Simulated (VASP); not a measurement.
PtS2:

```
Pt S
1.0
     3.54874    0.00000    0.00000
    -1.77437    3.07330    0.00000
     0.00000    0.00000    5.59707
Pt S
1 2
Direct
  0.00000 0.00000 0.00000
  0.66667 0.33333 0.77966
  0.33333 0.66667 0.22034
```

The cell is a database's computed one.

| Quantity | Value |
| --- | --- |
| Program | VASP 6.6.1 |
| Task | relaxation of cell and atoms |
| Functional | LDA |
| Potentials or basis | VASP PAW LDA potentials, release 64 (Pt, S) |
| Cutoff | 600 eV |
| k mesh | 9 × 9 × 6 |
| Occupations | gaussian, width 0.02 eV |
| Spin | no spin polarisation |

At the start: pressure -4.5 GPa; volume 20.35 Å³/atom.

Question: Where does the relaxation end?

Answer: Over 27 steps the energy falls by 44.8 meV/atom and the volume is 16.64 Å³/atom (-18.2 %); space group P-3m1 (No. 164, to 0.05 Å).

Step by step:
| step | energy change (eV) | largest force (eV/Å) | pressure (GPa) | volume (Å³) |
| --- | --- | --- | --- | --- |
| 1 | 0.0000 | 0.4256 | -4.54 | 61.04 |
| 2 | 0.0744 | 1.1616 | 9.74 | 56.09 |
| 3 | -0.0299 | 0.0782 | -0.20 | 59.24 |
| 4 | -0.0299 | 0.0889 | -0.10 | 59.21 |
| 5 | -0.0338 | 0.1169 | -0.15 | 58.98 |
| 6 | -0.0432 | 0.2029 | -0.27 | 58.30 |
| 7 | -0.0528 | 0.3832 | -0.44 | 56.87 |
| 8 | -0.0555 | 0.3758 | -0.50 | 56.69 |
| 9 | -0.0637 | 0.3549 | -0.66 | 56.14 |
| 10 | -0.0797 | 0.3199 | -0.89 | 55.05 |
| 11 | -0.1079 | 0.2723 | -0.99 | 52.84 |
| 12 | -0.1063 | 0.1350 | 0.92 | 48.35 |
| 13 | -0.1196 | 0.3083 | -0.22 | 50.98 |
| 14 | -0.1196 | 0.2537 | 0.34 | 49.49 |
| 15 | -0.1212 | 0.2843 | 0.15 | 50.01 |
| 16 | -0.1324 | 0.0122 | -0.75 | 50.01 |
| 17 | -0.1329 | 0.0620 | -0.98 | 50.01 |
| 18 | -0.1293 | 0.0947 | 2.24 | 49.12 |
| 19 | -0.1341 | 0.0126 | 0.05 | 49.72 |
| 20 | -0.1341 | 0.0115 | 0.06 | 49.71 |
| 21 | -0.1342 | 0.0141 | 0.04 | 49.75 |
| 22 | -0.1343 | 0.0190 | 0.00 | 49.81 |
| 23 | -0.1342 | 0.0290 | -0.08 | 49.93 |
| 24 | -0.1343 | 0.0245 | -0.06 | 49.87 |
| 25 | -0.1343 | 0.0076 | 0.08 | 49.87 |
| 26 | -0.1343 | 0.0069 | 0.09 | 49.87 |
| 27 | -0.1343 | 0.0033 | 0.02 | 49.92 |

Final structure:
```xyz
3
Lattice="3.5609 0.0000 0.0000 -1.7805 3.0839 0.0000 0.0000 0.0000 4.5455" Properties=species:S:1:pos:R:3 pbc="T T T"
Pt    1.7805    3.0839    0.0000
S     1.7805    1.0280    3.3573
S     0.0000    2.0559    1.1881
```

Caveat: the volume moved by over 15 % at a fixed basis, so the end points are rough.
